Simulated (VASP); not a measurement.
A convergence study with VASP on Pt (fcc): a few settings are varied, all else stays as given below, so the limit is that of these other settings.

```
Pt
1.0
    0.00000     1.96000     1.96000
    1.96000     0.00000     1.96000
    1.96000     1.96000     0.00000
Pt
1
Cartesian
  0.00000   0.00000   0.00000
```

The numbers are results of PBEsol GGA, VASP's PBE PAW potentials (set 64) (plane waves; VASP), not measurements. The last row used: 550 eV cut-off, 24×24×24 Γ-centred mesh, second-order Methfessel-Paxton smearing of 0.40 eV, potentials Pt.

| setting | E (eV/atom) | pressure (GPa) | irreducible k-points |
|---|---|---|---|
| ISMEAR = -1, SIGMA = 0.01, 9×9×9 mesh | -6.9938 | -1.29 | 35 |
| ISMEAR = -1, SIGMA = 0.1, 9×9×9 mesh | -6.9933 | -0.78 | 35 |
| ISMEAR = 0, SIGMA = 0.01, 9×9×9 mesh | -6.9937 | -1.29 | 35 |
| ISMEAR = 0, SIGMA = 0.1, 9×9×9 mesh | -6.9934 | [?] | 35 |
| ISMEAR = 1, SIGMA = 0.01, 9×9×9 mesh | -6.9937 | -1.29 | 35 |
| ISMEAR = 1, SIGMA = 0.2, 9×9×9 mesh | -6.9928 | -1.28 | 35 |
| ISMEAR = 2, SIGMA = 0.05, 9×9×9 mesh | -6.9939 | -1.29 | 35 |
| ISMEAR = 2, SIGMA = 0.2, 9×9×9 mesh | -6.9934 | -1.33 | 35 |
| ISMEAR = -1, SIGMA = 0.01, 18×18×18 mesh | -6.9598 | -0.93 | 195 |
| ISMEAR = -1, SIGMA = 0.2, 18×18×18 mesh | -6.9767 | 0.45 | 195 |
| ISMEAR = 0, SIGMA = 0.01, 18×18×18 mesh | -6.9598 | -0.93 | 195 |
| ISMEAR = 0, SIGMA = 0.2, 18×18×18 mesh | -6.9614 | -0.59 | 195 |
| ISMEAR = 1, SIGMA = 0.01, 18×18×18 mesh | -6.9598 | -0.93 | 195 |
| ISMEAR = 1, SIGMA = 0.4, 18×18×18 mesh | -6.9617 | -0.67 | 195 |
| ISMEAR = 2, SIGMA = 0.05, 18×18×18 mesh | -6.9598 | -0.93 | 195 |
| ISMEAR = 2, SIGMA = 0.4, 18×18×18 mesh | -6.9610 | -0.80 | 195 |
| ISMEAR = -1, SIGMA = 0.05, 24×24×24 mesh | -6.9631 | -0.77 | 413 |
| ISMEAR = -1, SIGMA = 0.2, 24×24×24 mesh | -6.9779 | 0.44 | 413 |
| ISMEAR = 0, SIGMA = 0.05, 24×24×24 mesh | -6.9621 | -0.88 | 413 |
| ISMEAR = 0, SIGMA = 0.2, 24×24×24 mesh | -6.9644 | -0.60 | 413 |
| ISMEAR = 1, SIGMA = 0.05, 24×24×24 mesh | -6.9620 | -0.90 | 413 |
| ISMEAR = 1, SIGMA = 0.4, 24×24×24 mesh | -6.9649 | -0.70 | 413 |
| ISMEAR = 2, SIGMA = 0.1, 24×24×24 mesh | [?] | -0.90 | 413 |
| ISMEAR = 2, SIGMA = 0.4, 24×24×24 mesh | -6.9644 | -0.83 | 413 |

Q: Fill in the missing entries.

A: 
- ISMEAR = 0, SIGMA = 0.1, 9×9×9 mesh, pressure (GPa): -1.22
- ISMEAR = 2, SIGMA = 0.1, 24×24×24 mesh, E (eV/atom): -6.9622

Left out are rungs that failed or repeat a setting and relaxations that didn't move; long series are thinned to 24 rows.

The compound is Pt in the fcc structure. The cell was not relaxed at this level.
